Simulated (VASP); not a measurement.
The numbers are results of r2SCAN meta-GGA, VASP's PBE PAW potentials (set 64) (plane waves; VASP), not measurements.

VASP ran on this input.

**KPOINTS**
```
K-points
0
gamma
14 14 14
```

**POSCAR**
```
SiW
1
    0.0000000000     2.4996730223     2.4996730223
    2.4996730223     0.0000000000     2.4996730223
    2.4996730223     2.4996730223     0.0000000000
Si W
1 1
Direct
  0.0000000000   0.0000000000   0.0000000000
  0.5000000000   0.5000000000   0.5000000000
```

### KPOINTS_OPT
```
k-points along high-symmetry lines
10
Line-mode
Reciprocal
  0.000000   0.000000   0.000000 ! GAMMA
  0.500000   0.000000   0.500000 ! X

  0.500000   0.000000   0.500000 ! X
  0.625000   0.250000   0.625000 ! U

  0.375000   0.375000   0.750000 ! K
  0.000000   0.000000   0.000000 ! GAMMA

  0.000000   0.000000   0.000000 ! GAMMA
  0.500000   0.500000   0.500000 ! L

  0.500000   0.500000   0.500000 ! L
  0.500000   0.250000   0.750000 ! W

  0.500000   0.250000   0.750000 ! W
  0.500000   0.000000   0.500000 ! X
```

INCAR:
```
LREAL=F   # projection in real space or not
NEDOS=601
ISIF=2
METAGGA=R2SCAN
EDIFF=1E-7
ISMEAR=-5
LMIXTAU=T
LWAVE=F
ENCUT=400
PREC=Accurate
NELM=100
LORBIT=11   # lm-projected
ALGO=Normal   # blocked Davidson
SYSTEM=SiW
LASPH=T   # aspherical one-centre terms
LCHARG=F
LMAXMIX=6   # l cut-off of mixed one-centre charges
```

POTCAR, in this order: Si W_sv (PBE.64 set). Program: vasp_std.

What VASP printed:

**OSZICAR**
```
       N       E                     dE             d eps       ncg     rms          rms(c)
DAV:   1     0.657003975614E+02    0.65700E+02   -0.10024E+04  2776   0.121E+03
DAV:   2    -0.610310203241E+02   -0.12673E+03   -0.12387E+03  3154   0.333E+02
DAV:   3    -0.639239218029E+02   -0.28929E+01   -0.28286E+01  3224   0.502E+01
DAV:   4    -0.639546025810E+02   -0.30681E-01   -0.30621E-01  2874   0.544E+00
DAV:   5    -0.639549769600E+02   -0.37438E-03   -0.37442E-03  3199   0.626E-01    0.227E+01
DAV:   6    -0.586442756887E+02    0.53107E+01   -0.46933E+00  2944   0.249E+01    0.482E+00
DAV:   7    -0.588030687192E+02   -0.15879E+00   -0.19246E-01  2944   0.416E+00    0.318E+00
DAV:   8    -0.587173990789E+02    0.85670E-01   -0.26307E-01  2859   0.468E+00    0.819E-01
DAV:   9    -0.587769716961E+02   -0.59573E-01   -0.22403E-01  2834   0.424E+00    0.304E-01
DAV:  10    -0.588195757049E+02   -0.42604E-01   -0.37701E-02  2794   0.156E+00    0.215E-01
DAV:  11    -0.588196065428E+02   -0.30838E-04   -0.36540E-04  3124   0.170E-01    0.227E-01
DAV:  12    -0.588194555136E+02    0.15103E-03   -0.18330E-03  2814   0.384E-01    0.382E-02
DAV:  13    -0.588199571773E+02   -0.50166E-03   -0.45129E-04  2759   0.209E-01    0.233E-02
DAV:  14    -0.588199630774E+02   -0.59001E-05   -0.22580E-05  3019   0.445E-02    0.410E-03
DAV:  15    -0.588199737649E+02   -0.10688E-04   -0.58165E-06  2754   0.247E-02    0.380E-03
DAV:  16    -0.588199688437E+02    0.49212E-05   -0.93098E-07  3084   0.885E-03    0.147E-03
DAV:  17    -0.588199699869E+02   -0.11432E-05   -0.37454E-07  2789   0.592E-03    0.385E-04
DAV:  18    -0.588199696313E+02    0.35554E-06   -0.15051E-08  1377   0.130E-03    0.224E-04
DAV:  19    -0.588199694001E+02    0.23129E-06   -0.69279E-09  1357   0.744E-04    0.356E-05
DAV:  20    -0.588199693281E+02    0.71948E-07   -0.28274E-09  1352   0.511E-04
   1 F= -.58819969E+02 E0= -.58819969E+02  d E =0.000000E+00
       N       E                     dE             ncg
```

### OUTCAR
```
------------------------ aborting loop because EDIFF is reached ----------------------------------------
  FORCE on cell =-STRESS in cart. coord.  units (eV):
  Direction    XX          YY          ZZ          XY          YZ          ZX
  --------------------------------------------------------------------------------------
  Total       -0.0001963     -0.0001963     -0.0001963     -0.0000000      0.0000000      0.0000000
  in kB       -0.0100695     -0.0100695     -0.0100695     -0.0000000      0.0000000      0.0000000
  external PRESSURE =      -0.0100695 kB  Pullay stress =       0.0000000 kB
  volume of cell :       31.24
      direct lattice vectors                 reciprocal lattice vectors
     0.000000000  2.499673022  2.499673022    -0.200026162  0.200026162  0.200026162
     2.499673022  0.000000000  2.499673022     0.200026162 -0.200026162  0.200026162
     2.499673022  2.499673022  0.000000000     0.200026162  0.200026162 -0.200026162
 POSITION                                       TOTAL-FORCE (eV/Angst)
 -----------------------------------------------------------------------------------
      0.00000      0.00000      0.00000        -0.000000     -0.000000     -0.000000
      2.49967      2.49967      2.49967         0.000000      0.000000      0.000000
 -----------------------------------------------------------------------------------
    total drift:                               -0.000000     -0.000000      0.000000
  FREE ENERGIE OF THE ION-ELECTRON SYSTEM (eV)
  ---------------------------------------------------
  free  energy   TOTEN  =       -58.8199693281 eV

  energy  without entropy=      -58.8199693281  energy(sigma->0) =      -58.81996933

 total charge

# of ion       s       p       d       tot
------------------------------------------
    1        0.761   1.013   0.000   1.774
    2        2.316   6.232   3.487  12.035
--------------------------------------------------
tot          3.077   7.245   3.487  13.809
```
(Selected blocks of OUTCAR.)

For a metal the tetrahedron method with Blöchl corrections gives inexact stress and forces.

The structure was generated: SiW was put into the rocksalt type (Fm-3m), which need not be its known phase. It was relaxed first, which changed the volume by -23 %.
